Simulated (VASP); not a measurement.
# What goes wrong when the modes of Germanium are computed with a bad input

Some phonon runs on Germanium get a fault in the input on purpose. Which of them show, and how? The starting structure is a measured crystal structure from the Crystallography Open Database.

Program: VASP 6.6.1. Level of theory: Kohn-Sham DFT with plane waves and PAW; LDA. Results are calculated unless marked as measured.

**1. Set-up**

It takes space group Fd-3m (No. 227, cubic). Conventional cell: a = 5.658 Å, b = 5.658 Å, c = 5.658 Å, α = 90.00°, β = 90.00°, γ = 90.00°. Nearest to Ge lie 4 Ge at 2.45 Å.

As a file:

```xyz
2
Lattice="0.0000 2.8289 2.8289 2.8289 0.0000 2.8289 2.8289 2.8289 0.0000" Properties=species:S:1:pos:R:3 pbc="T T T"
Ge    4.2434    4.2434    4.2434
Ge    2.8289    2.8289    2.8289
```

**2. Reference modes**

The cell comes from a relaxation at this level, not shown (44.33 Å³).

File INCAR:

```
SYSTEM = Ge
PREC = Accurate
ENCUT = 450
EDIFF = 1E-08
NELM = 100
ISMEAR = 0
SIGMA = 0.05
LREAL = .FALSE.
ALGO = Normal
GGA = CA
NBANDS = 20
LORBIT = 11
LWAVE = .FALSE.
LCHARG = .FALSE.
KPAR = 4
IBRION = 8
ISIF = 2
```

File POSCAR:

```
Ge
1.0
    0.0000000000      2.8090797519      2.8090797519
    2.8090797519      0.0000000000      2.8090797519
    2.8090797519      2.8090797519      0.0000000000
Ge
2
Direct
    0.7500000000      0.7500000000      0.7500000000
    0.5000000000      0.5000000000      0.5000000000
```

File KPOINTS:

```
Automatic mesh
0
Gamma
10 10 10
0 0 0
```

PAW data sets: Ge_d (LDA family, release 64).

Started as:

```
> mpirun -np 4 vasp_std
```

Output:

```text
[banner, memory and clock lines left out]
running    4 mpi-ranks, on    1 nodes
 distrk:  each k-point on    1 cores,    4 groups
 distr:  one band on    1 cores,    1 groups

 POSCAR found type information on POSCAR Ge
 POSCAR found :  1 types and       2 ions
 LDA part: xc-table for (Slater(with rela. corr.)+CA(PZ))
 , standard interpolation
 POSCAR, INCAR and KPOINTS ok, starting setup
 FFT: planning ... GRIDC
 FFT: planning ... GRID_SOFT
 FFT: planning ... GRID
 WAVECAR not read
 entering main loop
       N       E                     dE             d eps       ncg     rms          rms(c)
DAV:   1     0.175849742123E+03    0.17585E+03   -0.13929E+04  2016   0.349E+03
DAV:   2     0.138030404960E+02   -0.16205E+03   -0.15803E+03  1884   0.557E+02
DAV:   3    -0.983008044421E+01   -0.23633E+02   -0.23467E+02  2144   0.139E+02
DAV:   4    -0.105598225229E+02   -0.72974E+00   -0.72934E+00  2064   0.290E+01
DAV:   5    -0.105714681610E+02   -0.11646E-01   -0.11645E-01  2156   0.394E+00    0.338E+00
DAV:   6    -0.104485528037E+02    0.12292E+00   -0.39370E-02  2064   0.169E+00    0.193E+00
DAV:   7    -0.103870394231E+02    0.61513E-01   -0.79471E-02  1984   0.210E+00    0.141E-01
DAV:   8    -0.103877387220E+02   -0.69930E-03   -0.56804E-03  2072   0.851E-01    0.468E-02
DAV:   9    -0.103877779663E+02   -0.39244E-04   -0.88339E-05  2156   0.975E-02    0.133E-02
DAV:  10    -0.103877745025E+02    0.34637E-05   -0.93806E-06  2512   0.447E-02    0.424E-03
DAV:  11    -0.103877744129E+02    0.89606E-07   -0.97180E-07  2044   0.804E-03    0.178E-03
DAV:  12    -0.103877744158E+02   -0.28367E-08   -0.74355E-08  2512   0.386E-03
   1 F= -.10387774E+02 E0= -.10387736E+02  d E =-.768553E-04
 Linear response reoptimize wavefunctions to high precision
DAV:   1    -0.103877744151E+02    0.66211E-09   -0.38115E-09  1740   0.542E-04
DAV:   2    -0.103877744151E+02   -0.19099E-10   -0.18407E-10  1176   0.156E-04
 Linear response DOF=           1
 Linear response progress:
  Degree of freedom:   1/  1
       N       E                     dE             d eps       ncg     rms          rms(c)
RMM:   1    -0.188053231960E+00   -0.18805E+00    0.84947E+00  8316   0.445E+01
RMM:   2    -0.195565672521E+00   -0.75124E-02   -0.13645E-02 11110   0.111E+00    0.766E-02
RMM:   3    -0.195634261837E+00   -0.68589E-04   -0.93626E-04 11730   0.317E-01    0.440E-02
RMM:   4    -0.195591576602E+00    0.42685E-04   -0.44115E-05 12439   0.795E-02    0.463E-03
RMM:   5    -0.195599795530E+00   -0.82189E-05   -0.11674E-05 11996   0.184E-02    0.235E-03
RMM:   6    -0.195608861028E+00   -0.90655E-05   -0.39617E-07 12081   0.494E-03    0.304E-04
RMM:   7    -0.195608170314E+00    0.69071E-06   -0.62296E-07 12522   0.162E-03    0.185E-04
RMM:   8    -0.195607368877E+00    0.80144E-06    0.35627E-08 12611   0.610E-04    0.349E-05
RMM:   9    -0.195607273132E+00    0.95744E-07   -0.27288E-08 12723   0.289E-04    0.156E-05
RMM:  10    -0.195607400751E+00   -0.12762E-06   -0.61916E-08 12959   0.161E-04    0.501E-06
RMM:  11    -0.195607460654E+00   -0.59903E-07   -0.10535E-07 13162   0.113E-04    0.247E-06
RMM:  12    -0.195607369057E+00    0.91597E-07   -0.56477E-08 13130   0.910E-05    0.145E-06
RMM:  13    -0.195607419450E+00   -0.50393E-07   -0.35774E-08 12807   0.818E-05    0.234E-07
RMM:  14    -0.195607476104E+00   -0.56654E-07   -0.70690E-08 10786   0.768E-05    0.112E-07
RMM:  15    -0.195607498470E+00   -0.22367E-07   -0.52739E-08  9501   0.748E-05    0.952E-08
 first order change of Fermi-energy   0.12019E-03
 force on displaced ion       1 direction 1 : -11.234   0.000   0.000
 Linear response finished
```

Wall time 62 s (4 MPI ranks of AMD EPYC 7R43, shared host); peak memory 1.2 GiB.

The logs omit lines about the potential files and the build; timing stands in the text.

Parts of OUTCAR (step 2):

```text
ion  position               nearest neighbor table
   1  0.750  0.750  0.750-   2 2.43   2 2.43   2 2.43   2 2.43
   2  0.500  0.500  0.500-   1 2.43   1 2.43   1 2.43   1 2.43

  LATTYP: Found a face centered cubic cell.
 ALAT       =     5.6181595038

 Subroutine GETGRP returns: Found 48 space group operations
 (whereof 24 operations were pure point group operations)

The static configuration has the point symmetry T_d .
 The point group associated with its full space group is O_h .

 Found     47 irreducible k-points:

   k-points           NKPTS =     47   k-points in BZ     NKDIM =     47   number of bands    NBANDS=     20

   dimension x,y,z NGX =    28 NGY =   28 NGZ =   28
   dimension x,y,z NGXF=    56 NGYF=   56 NGZF=   56

   ENCUT  =  450.0 eV  33.07 Ry    5.75 a.u.   6.87  6.87  6.87*2*pi/ulx,y,z

   NELECT =      28.0000    total number of electrons

 k-points in reciprocal lattice and weights: Automatic mesh
   0.00000000  0.00000000  0.00000000       0.001
   0.10000000  0.00000000  0.00000000       0.008
   0.20000000  0.00000000  0.00000000       0.008
   0.30000000  0.00000000  0.00000000       0.008
   0.40000000  0.00000000  0.00000000       0.008
   0.50000000  0.00000000  0.00000000       0.004
   0.10000000  0.10000000  0.00000000       0.006
   0.20000000  0.10000000  0.00000000       0.024
   0.30000000  0.10000000  0.00000000       0.024
[...]
-0.30000000  0.40000000  0.20000000       0.024
  -0.30000000  0.50000000  0.20000000       0.012

 average (electrostatic) potential at core
       1 -75.2215       2 -75.2215

  Total       -0.0158194     -0.0158194     -0.0158194      0.0000000      0.0000000     -0.0000000
  in kB       -0.5717129     -0.5717129     -0.5717129      0.0000000      0.0000000     -0.0000000
  external PRESSURE =      -0.5717129 kB  Pullay stress =       0.0000000 kB

  energy-cutoff  :      450.00
  volume of cell :       44.33
      direct lattice vectors                 reciprocal lattice vectors
     0.000000000  2.809079752  2.809079752    -0.177994234  0.177994234  0.177994234
     2.809079752  0.000000000  2.809079752     0.177994234 -0.177994234  0.177994234
     2.809079752  2.809079752  0.000000000     0.177994234  0.177994234 -0.177994234

 POSITION                                       TOTAL-FORCE (eV/Angst)
 -----------------------------------------------------------------------------------
      4.21362      4.21362      4.21362        -0.000000     -0.000000     -0.000000
      2.80908      2.80908      2.80908         0.000000      0.000000      0.000000
 -----------------------------------------------------------------------------------
    total drift:                                0.000000      0.000000      0.000000

 Eigenvectors and eigenvalues of the dynamical matrix
 ----------------------------------------------------

   1 f  =    8.696191 THz    54.639783 2PiTHz  290.073724 cm-1    35.964542 meV
             X         Y         Z           dx          dy          dz
      4.213620  4.213620  4.213620     0.000000   -0.707107    0.000000
      2.809080  2.809080  2.809080     0.000000    0.707107    0.000000

   2 f  =    8.696191 THz    54.639783 2PiTHz  290.073724 cm-1    35.964542 meV
             X         Y         Z           dx          dy          dz
      4.213620  4.213620  4.213620    -0.707107    0.000000    0.000000
      2.809080  2.809080  2.809080     0.707107    0.000000    0.000000

   3 f  =    8.696191 THz    54.639783 2PiTHz  290.073724 cm-1    35.964542 meV
             X         Y         Z           dx          dy          dz
      4.213620  4.213620  4.213620     0.000000    0.000000   -0.707107
      2.809080  2.809080  2.809080     0.000000    0.000000    0.707107

   4 f  =    0.000000 THz     0.000000 2PiTHz    0.000000 cm-1     0.000000 meV
             X         Y         Z           dx          dy          dz
      4.213620  4.213620  4.213620     0.707107    0.000000    0.000000
      2.809080  2.809080  2.809080     0.707107    0.000000    0.000000

   5 f  =    0.000000 THz     0.000000 2PiTHz    0.000000 cm-1     0.000000 meV
             X         Y         Z           dx          dy          dz
      4.213620  4.213620  4.213620     0.000000    0.707107    0.000000
      2.809080  2.809080  2.809080     0.000000    0.707107    0.000000

   6 f  =    0.000000 THz     0.000000 2PiTHz    0.000000 cm-1     0.000000 meV
             X         Y         Z           dx          dy          dz
      4.213620  4.213620  4.213620     0.000000    0.000000    0.707107
      2.809080  2.809080  2.809080     0.000000    0.000000    0.707107

 ELASTIC MODULI CONTR FROM IONIC RELAXATION (kBar)
 Direction    XX          YY          ZZ          XY          YZ          ZX
 --------------------------------------------------------------------------------
 XX          -0.0000     -0.0000      0.0000     -0.0000      0.0000      0.0000
 YY          -0.0000     -0.0000     -0.0000     -0.0000     -0.0000      0.0000
 ZZ           0.0000     -0.0000     -0.0000      0.0000     -0.0000      0.0000
 XY          -0.0000     -0.0000      0.0000   -225.0614      0.0000      0.0000
 YZ           0.0000     -0.0000     -0.0000      0.0000   -225.0614      0.0000
 ZX           0.0000      0.0000      0.0000      0.0000      0.0000   -225.0614
 --------------------------------------------------------------------------------
```

Energies printed during the response cycles are not total energies of the cell.

Reference: the zone-centre mode is T2g 290.1 cm⁻¹.

**3. Modes with finite displacements, else as the reference**

Against step 2 the input has IBRION = 6, NFREE = 2 and POTIM = 0.015 (also changed: NSW).

Changes to INCAR since step 2:

```diff
@@ -15,3 +15,6 @@
 KPAR = 4
-IBRION = 8
+IBRION = 6
+NFREE = 2
+POTIM = 0.015
+NSW = 1
 ISIF = 2
```

POSCAR is that of step 2.

KPOINTS is that of step 2.

Started as:

```
> mpirun -np 4 vasp_std
```

Output:

```text
[... set-up lines as in an earlier step ...]
 entering main loop
       N       E                     dE             d eps       ncg     rms          rms(c)
[... 12 cycles as in an earlier step ...]
   1 F= -.10387774E+02 E0= -.10387736E+02  d E =-.768553E-04
 Found     1 degrees of freedom:
 Finite differences POTIM= 0.01500 DOF=   1
[...]
N       E                     dE             d eps       ncg     rms          rms(c)
DAV:   1    -0.103853651685E+02    0.24092E-02   -0.10018E+00  7624   0.822E+00    0.581E-02
DAV:   2    -0.103865076697E+02   -0.11425E-02   -0.11905E-02  7316   0.116E+00    0.326E-02
DAV:   3    -0.103865099281E+02   -0.22584E-05   -0.25316E-04  8416   0.170E-01    0.117E-02
DAV:   4    -0.103865079491E+02    0.19790E-05   -0.13741E-05  8588   0.420E-02    0.220E-03
DAV:   5    -0.103865078907E+02    0.58419E-07   -0.12870E-06  8292   0.156E-02    0.716E-04
DAV:   6    -0.103865078824E+02    0.83282E-08   -0.72095E-08  7468   0.260E-03
   2 F= -.10386508E+02 E0= -.10386467E+02  d E =-.820431E-04
 Finite differences progress:
  Degree of freedom:   1/  1
  Displacement:        1/  2
  Total:               1/  2
[...]
N       E                     dE             d eps       ncg     rms          rms(c)
DAV:   1    -0.103837297369E+02    0.27782E-02   -0.24937E+00  7820   0.125E+01    0.110E-01
DAV:   2    -0.103865404099E+02   -0.28107E-02   -0.29823E-02  7508   0.173E+00    0.650E-02
DAV:   3    -0.103865099094E+02    0.30501E-04   -0.70293E-04  9512   0.287E-01    0.135E-02
DAV:   4    -0.103865082931E+02    0.16163E-05   -0.35400E-05  7792   0.629E-02    0.408E-03
DAV:   5    -0.103865078931E+02    0.39990E-06   -0.26046E-06  8864   0.199E-02    0.902E-04
DAV:   6    -0.103865078882E+02    0.49713E-08   -0.26173E-07  7500   0.546E-03    0.327E-04
DAV:   7    -0.103865078829E+02    0.52423E-08   -0.23098E-08  6532   0.136E-03
   3 F= -.10386508E+02 E0= -.10386467E+02  d E =-.820497E-04
 Finite differences progress:
  Degree of freedom:   1/  1
  Displacement:        2/  2
  Total:               2/  2
```

Elapsed: 43 s, on 4 MPI ranks; peak memory 0.97 GiB; 2.8 min of CPU time.

Parts of OUTCAR (step 3):

```text
  Total       -0.0092175     -0.0105795     -0.0105795      0.0000000      0.1322977      0.0000000
  in kB       -0.3331215     -0.3823440     -0.3823440      0.0000000      4.7812398      0.0000000
  external PRESSURE =      -0.3659365 kB  Pullay stress =       0.0000000 kB

 POSITION                                       TOTAL-FORCE (eV/Angst)
 -----------------------------------------------------------------------------------
      4.19862      4.21362      4.21362         0.169352      0.000000      0.000000
      2.80908      2.80908      2.80908        -0.169352     -0.000000     -0.000000
 -----------------------------------------------------------------------------------
    total drift:                                0.001815     -0.000004     -0.000004

  FREE ENERGIE OF THE ION-ELECTRON SYSTEM (eV)
  ---------------------------------------------------
  free  energy   TOTEN  =       -10.3865078829 eV

  energy  without entropy=      -10.3864258332  energy(sigma->0) =      -10.38646686

[... 2 parts as in an earlier step ...]

[... 1 further part left out ...]
[key lines of the parts left out:]
E-fermi :   4.9875
```

The last energy, forces and stress in OUTCAR belong to the last displaced cell, not to that of POSCAR.

With finite displacements, else as the reference the mode is T2g 290.8 cm⁻¹, +0.7 cm⁻¹ from the reference.

**4. Modes with a cutoff far too low**

A slip made on purpose: a cutoff far too low. Against step 2 the input has ENCUT = 170 (also changed: NELM).

File INCAR:

```
SYSTEM = Ge
PREC = Accurate
ENCUT = 170
EDIFF = 1E-08
NELM = 60
ISMEAR = 0
SIGMA = 0.05
LREAL = .FALSE.
ALGO = Normal
GGA = CA
NBANDS = 20
LORBIT = 11
LWAVE = .FALSE.
LCHARG = .FALSE.
KPAR = 4
IBRION = 8
ISIF = 2
```

POSCAR is that of step 3.

KPOINTS is that of step 3.

Started as:

```
> mpirun -np 4 vasp_std
```

Output:

```text
[... set-up lines as in an earlier step ...]
 entering main loop
       N       E                     dE             d eps       ncg     rms          rms(c)
DAV:   1     0.124821841812E+03    0.12482E+03   -0.98706E+03  1924   0.110E+03
DAV:   2     0.112969942398E+02   -0.11352E+03   -0.11154E+03  1976   0.258E+02
DAV:   3     0.543787975463E+01   -0.58591E+01   -0.58457E+01  2128   0.569E+01
DAV:   4     0.540016404551E+01   -0.37716E-01   -0.37712E-01  1996   0.473E+00
[...]
DAV:  12     0.762045268579E+01   -0.16664E-07   -0.74011E-07  1980   0.565E-03    0.498E-04
DAV:  13     0.762045270992E+01    0.24132E-07   -0.77815E-08  2140   0.251E-03    0.111E-04
DAV:  14     0.762045270939E+01   -0.53296E-09   -0.23317E-09  1144   0.338E-04
   1 F= 0.76204527E+01 E0= 0.76205331E+01  d E =-.160715E-03
 Linear response reoptimize wavefunctions to high precision
DAV:   1     0.762045270754E+01   -0.18445E-08   -0.23488E-10  1132   0.125E-04
DAV:   2     0.762045270750E+01   -0.38199E-10   -0.23612E-11  1048   0.381E-05
 Linear response DOF=           1
 Linear response progress:
  Degree of freedom:   1/  1
       N       E                     dE             d eps       ncg     rms          rms(c)
RMM:   1    -0.325691672592E+00   -0.32569E+00    0.16967E+00  7200   0.130E+01
RMM:   2    -0.329041272309E+00   -0.33496E-02   -0.61455E-02 10357   0.145E+00    0.182E-01
RMM:   3    -0.329586192111E+00   -0.54492E-03   -0.24243E-03 10937   0.339E-01    0.110E-01
RMM:   4    -0.330157643006E+00   -0.57145E-03   -0.36916E-04 11626   0.135E-01    0.118E-02
[...]
RMM:  12    -0.330294264463E+00   -0.47247E-07    0.38330E-09 12324   0.208E-05    0.101E-06
RMM:  13    -0.330294291566E+00   -0.27103E-07    0.41731E-09  8955   0.178E-05    0.412E-07
RMM:  14    -0.330294223373E+00    0.68193E-07   -0.17937E-09  7072   0.172E-05    0.795E-08
 first order change of Fermi-energy   0.92981E-04
 force on displaced ion       1 direction 1 : -11.328   0.000   0.000
 Linear response finished
```

Elapsed: 30 s, on 4 MPI ranks; peak memory 0.55 GiB; 1.9 min of CPU time.

Parts of OUTCAR (step 4):

```text
  Total     -137.9164994   -137.9164994   -137.9164994      0.0000000     -0.0000000      0.0000000
  in kB    -4984.3049354  -4984.3049354  -4984.3049354      0.0000000     -0.0000000      0.0000000
  external PRESSURE =   -4984.3049354 kB  Pullay stress =       0.0000000 kB

 POSITION                                       TOTAL-FORCE (eV/Angst)
 -----------------------------------------------------------------------------------
      4.21362      4.21362      4.21362         0.000000      0.000000      0.000000
      2.80908      2.80908      2.80908        -0.000000      0.000000     -0.000000
 -----------------------------------------------------------------------------------
    total drift:                                0.000000      0.000000      0.000000

[... 1 part as in an earlier step ...]

[... 1 further part left out ...]
```

With a cutoff far too low the mode is T2g 291.3 cm⁻¹, +1.2 cm⁻¹ from the reference.

**5. Modes with a loose electronic threshold**

A slip made on purpose: a loose electronic threshold. Against step 2 the input has EDIFF = 1E-04, IBRION = 6, NFREE = 2 and POTIM = 0.015 (also changed: NELM and NSW).

File INCAR:

```
SYSTEM = Ge
PREC = Accurate
ENCUT = 450
EDIFF = 1E-04
NELM = 60
ISMEAR = 0
SIGMA = 0.05
LREAL = .FALSE.
ALGO = Normal
GGA = CA
NBANDS = 20
LORBIT = 11
LWAVE = .FALSE.
LCHARG = .FALSE.
KPAR = 4
IBRION = 6
NFREE = 2
POTIM = 0.015
NSW = 1
ISIF = 2
```

POSCAR is that of step 4.

KPOINTS is that of step 4.

Started as:

```
> mpirun -np 4 vasp_std
```

Output:

```text
[... set-up lines as in an earlier step ...]
 entering main loop
       N       E                     dE             d eps       ncg     rms          rms(c)
[... 8 cycles as in an earlier step ...]
DAV:   9    -0.103877767473E+02   -0.38025E-04   -0.76144E-05  1464   0.975E-02
   1 F= -.10387777E+02 E0= -.10387738E+02  d E =-.772755E-04
 Found     1 degrees of freedom:
 Finite differences POTIM= 0.01500 DOF=   1
[...]
N       E                     dE             d eps       ncg     rms          rms(c)
DAV:   1    -0.103853629841E+02    0.23757E-02   -0.10018E+00  7636   0.822E+00    0.584E-02
DAV:   2    -0.103865077220E+02   -0.11447E-02   -0.11935E-02  7336   0.116E+00    0.327E-02
DAV:   3    -0.103865072535E+02    0.46852E-06   -0.22715E-04  6232   0.170E-01
   2 F= -.10386507E+02 E0= -.10386466E+02  d E =-.820298E-04
 Finite differences progress:
  Degree of freedom:   1/  1
  Displacement:        1/  2
  Total:               1/  2
[...]
N       E                     dE             d eps       ncg     rms          rms(c)
DAV:   1    -0.103837354791E+02    0.27722E-02   -0.24895E+00  7488   0.125E+01    0.111E-01
DAV:   2    -0.103865389978E+02   -0.28035E-02   -0.29761E-02  7060   0.173E+00    0.651E-02
DAV:   3    -0.103865088930E+02    0.30105E-04   -0.69609E-04  7972   0.286E-01
   3 F= -.10386509E+02 E0= -.10386468E+02  d E =-.821683E-04
 Finite differences progress:
  Degree of freedom:   1/  1
  Displacement:        2/  2
  Total:               2/  2
```

Elapsed: 36 s, on 4 MPI ranks; peak memory 0.96 GiB; 2.3 min of CPU time.

Parts of OUTCAR (step 5):

```text
  Total        0.0150472      0.0125227      0.0125227      0.0000000      0.1226738      0.0000000
  in kB        0.5438070      0.4525699      0.4525699      0.0000000      4.4334343      0.0000000
  external PRESSURE =       0.4829823 kB  Pullay stress =       0.0000000 kB

 POSITION                                       TOTAL-FORCE (eV/Angst)
 -----------------------------------------------------------------------------------
      4.19862      4.21362      4.21362         0.171878      0.000000      0.000000
      2.80908      2.80908      2.80908        -0.171878      0.000000      0.000000
 -----------------------------------------------------------------------------------
    total drift:                               -0.079802     -0.000009     -0.000009

  FREE ENERGIE OF THE ION-ELECTRON SYSTEM (eV)
  ---------------------------------------------------
  free  energy   TOTEN  =       -10.3865088930 eV

  energy  without entropy=      -10.3864267247  energy(sigma->0) =      -10.38646781

[... 2 parts as in an earlier step ...]

[... 1 further part left out ...]
[key lines of the parts left out:]
E-fermi :   4.9878
```

With a loose electronic threshold the mode is T2g 297.0 cm⁻¹, +6.2 cm⁻¹ from finite displacements, else as the reference.

(Part 1 of 2 ends here.)

[Lines on the potential files, build, host, timing and source positions are cut from VASP's logs without a mark.]

[Logs are printed without paths, hosts, clocks, repeated set-up lines and the standing remarks that a program may print on its own settings, such as how far it seeks lower states.]

[Hosts, paths, dates, database ids (printed as entryN), source tags and the programs' standing remarks are cut or masked in the printed files.]
